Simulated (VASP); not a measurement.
VASP runs on NiSb (space group P6_3/mmc) share one base input (PBE GGA, plane waves, VASP's PBE PAW potentials (set 64)) and change the settings named in each case.

**POSCAR**
```
NiSb
5.1648840
  0.3830409357  -0.6634464588   0.0000000000
  0.3830409357   0.6634464588   0.0000000000
  0.0000000000   0.0000000000   1.0000000000
Ni Sb
2 2
Cart
  0.0000000000   0.0000000000   0.5000000000
  0.0000000000   0.0000000000   0.0000000000
  0.3830409357   0.2211492619   0.2500000000
  0.3830409357  -0.2211492619   0.7500000000
```

### INCAR
```
SYSTEM = NiSb
PREC = Accurate
ENCUT = 300
EDIFF = 1E-6
NELM = 100
ALGO = Normal
LREAL = .FALSE.
LASPH = .TRUE.
ISMEAR = 0
SIGMA = 0.2
GGA = PE
LMAXMIX = 4
LWAVE = .FALSE.
LCHARG = .FALSE.
ISIF = 2
```

KPOINTS:
```
Automatic
0
gamma
  8 8 5
0 0 0
```

POTCAR, in this order: Ni Sb (PBE.64 set). Program: vasp_std.

```tsv
change	E(σ→0) (eV/atom)	pressure (GPa)	−TS (eV)
base run	-5.0801	0.90	-0.0486
GGA = PS	-5.6628	…	…
GGA_COMPAT = .FALSE., LNONCOLLINEAR = .TRUE., LSORBIT = .TRUE., MAGMOM = 0.0 0.0 0.0 0.0 0.0 0.0 0.0 0.0 0.0 0.0 0.0 0.0, program vasp_ncl	-5.1128	…	-0.0486
KPOINTS 4×4×3 Γ-centred mesh	-5.0855	0.92	-0.0409
```

Task: Complete the blanks.

Result: 
- GGA_COMPAT = .FALSE., LNONCOLLINEAR = .TRUE., LSORBIT = .TRUE., MAGMOM = 0.0 0.0 0.0 0.0 0.0 0.0 0.0 0.0 0.0 0.0 0.0 0.0, program vasp_ncl, pressure (GPa): 0.86
- GGA = PS, pressure (GPa): -4.44
- GGA = PS, −TS (eV): -0.0491

Energies of different potentials or functionals have different zeros.  Unless said otherwise, spin-orbit coupling is left out, though it shifts the bands of the heavy elements here. At 300 eV the pressure can carry a Pulay error.

Left out are runs that ran out of time, are held back, or changed the cell or the kind of run, fixed moments of cells without a moment, rows past the twelfth, gaps on odd meshes, pressures of charged cells and columns that move by less than the noise.

The structure is a typed NiSb crystal. The cell was not relaxed at this level, its lattice was scaled by up to 2.5 %.
